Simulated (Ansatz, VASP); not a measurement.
# Cross-check of Zn22Hg13S35 between VASP and Ansatz, part 3 of 3

Wanted: the spread between two codes on one cell, functional and k mesh. Of the first pair: The structure shown is the start of the Ansatz relaxation below; VASP solves that cell, so the two are compared at the walk's first step.

VASP 6.6.1 and Ansatz 0.2.0.

So far. Step 4 (Differences): The forces differ by 18 meV/Å r.m.s., which is 3.1 % of the r.m.s. force of 0.589 eV/Å (both taken over all components).

**6. VASP: single point, RPBE, relaxed cell, pair 2**

Level of this step: RPBE; plane waves and PAW (Zn, Hg, S) (VASP).

The same cell, functional, mesh and smearing now go to VASP, with its own data sets.

File INCAR:

```
SYSTEM = Zn22Hg13S35
PREC = Accurate
ENCUT = 500
EDIFF = 1E-06
NELM = 120
ISMEAR = 0
SIGMA = 0.05
LREAL = Auto
ALGO = Normal
GGA = RP
NBANDS = 368
LORBIT = 11
LWAVE = .FALSE.
LCHARG = .FALSE.
ISIF = 2
LASPH = .TRUE.
GGA_COMPAT = .FALSE.
EFERMI = MIDGAP
NCORE = 2
```

File POSCAR:

```
Zn22Hg13S35
1.0
   13.4149770000      0.1861910000      0.1993360000
    0.1861910000     13.0753400000     -0.2267230000
    0.1993360000     -0.2267230000     11.1950460000
Zn Hg S
22 13 35
Direct
    0.5012800000      0.0615400000      0.0342900000
    0.3337100000      0.3426200000      0.4989500000
    0.5003700000      0.8609000000      0.4772900000
    0.3591600000      0.7912500000      0.0653400000
    0.5385600000      0.2141700000      0.7189600000
    0.4582800000      0.5986700000      0.2562300000
    0.7518200000      0.6713600000      0.1272300000
    0.9887600000      0.4770600000      0.0893100000
    0.4022400000      0.9949100000      0.8093700000
    0.6454700000      0.9617300000      0.2422900000
    0.0845000000      0.2990200000      0.3320400000
    0.1461600000      0.4664400000      0.5922300000
    0.3285100000      0.3239000000      0.8090300000
    0.8564200000      0.2824900000      0.4916000000
    0.2052500000      0.5639500000      0.3173800000
    0.5532300000      0.4753200000      0.9222400000
    0.7841200000      0.9224200000      0.9514500000
    0.4727900000      0.1174700000      0.3847100000
    0.7314900000      0.4421700000      0.2082700000
    0.3035800000      0.4151500000      0.1054600000
    0.9178200000      0.5343700000      0.4273100000
    0.4856000000      0.7139100000      0.7625100000
    0.1301200000      0.8585000000      0.6803900000
    0.0644000000      0.8029600000      0.0302200000
    0.3486800000      0.6587300000      0.5128200000
    0.9220900000      0.5922300000      0.8053500000
    0.1201200000      0.0243000000      0.2130100000
    0.9045200000      0.0631800000      0.6544000000
    0.2424700000      0.5815300000      0.9021500000
    0.7670200000      0.8026200000      0.4172300000
    0.2300500000      0.1643400000      0.9895900000
    0.2466300000      0.9492500000      0.5219600000
    0.8798100000      0.1807400000      0.1564600000
    0.6752000000      0.5023600000      0.5957600000
    0.7538300000      0.2203200000      0.8784400000
    0.9496500000      0.1802800000      0.3537700000
    0.5575900000      0.0706200000      0.8330800000
    0.8474000000      0.3660100000      0.0777600000
    0.2791900000      0.1487300000      0.7838800000
    0.2022800000      0.1846300000      0.2022200000
    0.4089000000      0.6574500000      0.9330300000
    0.3593700000      0.9589400000      0.0132300000
    0.3110200000      0.6999800000      0.2267500000
    0.6449200000      0.3415400000      0.7868800000
    0.6888100000      0.8421300000      0.0918200000
    0.3500200000      0.4484500000      0.3009300000
    0.9070500000      0.6300300000      0.0192100000
    0.3850900000      0.9687800000      0.3751300000
    0.9656400000      0.4962800000      0.6212800000
    0.1091200000      0.7274700000      0.8379000000
    0.8547800000      0.6680500000      0.3134500000
    0.7633600000      0.4199900000      0.4202400000
    0.4257900000      0.8524500000      0.6723100000
    0.8095800000      0.8245400000      0.7758200000
    0.6180500000      0.5968700000      0.7736600000
    0.4849800000      0.2492500000      0.5244000000
    0.6131100000      0.5498100000      0.1288900000
    0.9013000000      0.2423300000      0.6765000000
    0.9113700000      0.8798300000      0.6491400000
    0.3072300000      0.4561300000      0.6839800000
    0.1562300000      0.4345400000      0.9944000000
    0.0283700000      0.8744600000      0.2244400000
    0.8559400000      0.0827100000      0.9634300000
    0.0481100000      0.4734600000      0.2866800000
    0.4290000000      0.3536400000      0.9739700000
    0.5185900000      0.6761600000      0.4413500000
    0.1677500000      0.2985900000      0.5071200000
    0.5747000000      0.1194700000      0.2050400000
    0.6559800000      0.9460900000      0.4495600000
    0.1727800000      0.6347700000      0.5132600000
```

File KPOINTS:

```
Automatic mesh
0
Gamma
1 1 1
0 0 0
```

The projector-augmented-wave data sets are Zn, Hg and S (PBE family, release 64).

The run is started by

```
mpirun -np 8 vasp_gam
```

Numbers of over 12 decimals in the logs are rounded to 6 here.

The log of the run:

```text
[banner, memory and clock lines left out]
running    8 mpi-ranks, on    1 nodes
[...]
[... a notice as in an earlier step ...]

 LDA part: xc-table for (Slater+PW92), standard interpolation
 POSCAR, INCAR and KPOINTS ok, starting setup
[...]
entering main loop
       N       E                     dE             d eps       ncg     rms          rms(c)
DAV:   1     0.777631314695E+04    0.77763E+04   -0.29359E+05   736   0.190E+03
DAV:   2     0.133880618068E+04   -0.64375E+04   -0.62892E+04   736   0.506E+02
DAV:   3    -0.355794685372E+02   -0.13744E+04   -0.12901E+04   816   0.203E+02
DAV:   4    -0.191959663524E+03   -0.15638E+03   -0.15382E+03   832   0.649E+01
[...]
DAV:  19    -0.175814573257E+03   -0.24566E-05   -0.51382E-06   656   0.153E-02    0.576E-03
DAV:  20    -0.175814574332E+03   -0.10755E-05   -0.26568E-06   552   0.596E-03    0.403E-03
DAV:  21    -0.175814574684E+03   -0.35133E-06   -0.10279E-06   440   0.483E-03
   1 F= -.17581457E+03 E0= -.17581457E+03  d E =-.235175E-82
```

From OUTCAR (step 6):

```text
  Total        0.7267594      1.1319729      1.5001864     -0.1893393      0.2009242     -0.2498928
  in kB        0.5934574      0.9243468      1.2250227     -0.1546108      0.1640708     -0.2040575
  external PRESSURE =       0.9142756 kB  Pullay stress =       0.0000000 kB

 POSITION                                       TOTAL-FORCE (eV/Angst)
 -----------------------------------------------------------------------------------
      6.74295      0.89022      0.46985         0.001884     -0.011435      0.006124
      4.63996      4.42888      5.57461        -0.000141      0.015365      0.001837
      6.96788     11.24151      5.24784         0.010912     -0.014459     -0.025871
      4.97847     10.39792      0.62368        -0.014247     -0.017288      0.018263
      7.40796      2.73762      8.10759        -0.027482     -0.011231     -0.007585
      6.31036      7.85505      2.82413        -0.024198      0.004254      0.020848
     10.23601      8.88940      1.42200        -0.009764      0.011831     -0.014481
     13.37082      6.40157      1.08876         0.010428     -0.010374      0.007249
      5.74262     12.90018      8.91555         0.012604     -0.014707      0.001942
      8.88633     12.64019      2.62307         0.002403     -0.007225      0.013770
      1.25543      3.85024      3.66625        -0.009575      0.008332     -0.008474
      2.16563      5.99180      6.55342         0.006004      0.002830     -0.006462
      4.62853      4.11284      9.04918         0.018799      0.003238      0.006875
     11.63945      3.74165      5.61015         0.025363     -0.008558     -0.002944
[...]
-----------------------------------------------------------------------------------
    total drift:                               -0.019612      0.005193     -0.034812

  FREE ENERGIE OF THE ION-ELECTRON SYSTEM (eV)
  ---------------------------------------------------
  free  energy   TOTEN  =      -175.8145746837 eV

  energy  without entropy=     -175.8145746837  energy(sigma->0) =     -175.81457468

[... 1 part as in an earlier step ...]

[... 2 further parts left out ...]
[key lines of the parts left out:]
E-fermi :   1.1915
```

The run ends at a pressure of 0.09 GPa, with forces up to 0.15 eV/Å.

**7. Comparison**

What differs besides the data sets and the points named for the pairs above, as far as they apply: the data sets hold 734 valence electrons in Ansatz (on its default PAW (the set named soft_2) files) and 630 in VASP; the cutoff is 420 eV in Ansatz and 500 eV in VASP (PREC = Accurate, projectors in real space). Total energies have different zeros and are not compared.

Compared:

| quantity | Ansatz | VASP | difference |
| --- | --- | --- | --- |
| pressure (GPa) | -0.03 | 0.09 | -0.12 |
| gap on the k mesh (eV) | 1.367 | 1.369 | -0.002 |

Forces on 7 of the 70 atoms, those with the largest forces and the largest differences (eV/Å; atoms numbered as in POSCAR):

| atom | Ansatz x, y, z | VASP x, y, z |
| --- | --- | --- |
| S40 | -0.005, -0.015, 0.018 | 0.028, 0.052, 0.078 |
| S54 | 0.013, 0.022, -0.002 | 0.092, 0.067, -0.096 |
| S55 | -0.018, 0.021, 0.017 | -0.015, 0.045, 0.063 |
| S58 | 0.013, 0.001, -0.030 | 0.023, 0.076, -0.016 |
| S59 | 0.010, 0.003, -0.015 | -0.081, -0.111, 0.068 |
| S66 | 0.047, -0.009, -0.010 | 0.107, -0.010, -0.028 |
| S70 | -0.026, -0.001, -0.020 | -0.091, 0.001, -0.018 |

The forces differ by 25 meV/Å r.m.s., which is 85.1 % of the r.m.s. force of 0.029 eV/Å (both taken over all components). A gap on the mesh is an upper bound, since the band edges may lie between its points; neither run holds spin-orbit coupling, which can move the band edges of a compound of Hg.

**8. Results**

| Item | Value |
| --- | --- |
| r.m.s. force difference (single point, RPBE, start cell, pair 1) | 3.1 % of the r.m.s. force |
| r.m.s. force difference (single point, RPBE, relaxed cell, pair 2) | 25 meV/Å |

What this shows: The r.m.s. force difference is 25 meV/Å (single point, RPBE, relaxed cell, pair 2), beyond the 12 meV/Å picked in this series as the mark of a large difference. The data sets hold unlike numbers of valence electrons (734 in Ansatz and 630 in VASP), so part of the differences comes from the potentials. What causes the difference of the single point, RPBE, start cell, pair 1 pair stays open here. What causes the difference of the single point, RPBE, relaxed cell, pair 2 pair stays open here. How closely two codes agree says nothing of how well the functional describes the real material.

[Lines on the potential files, build, host, timing and source positions are cut from VASP's logs without a mark.]

[Logs are printed without paths, hosts, clocks, repeated set-up lines and the standing remarks that a program may print on its own settings, such as how far it seeks lower states.]

[Hosts, paths, dates, database ids (printed as entryN), source tags and the programs' standing remarks are cut or masked in the printed files.]
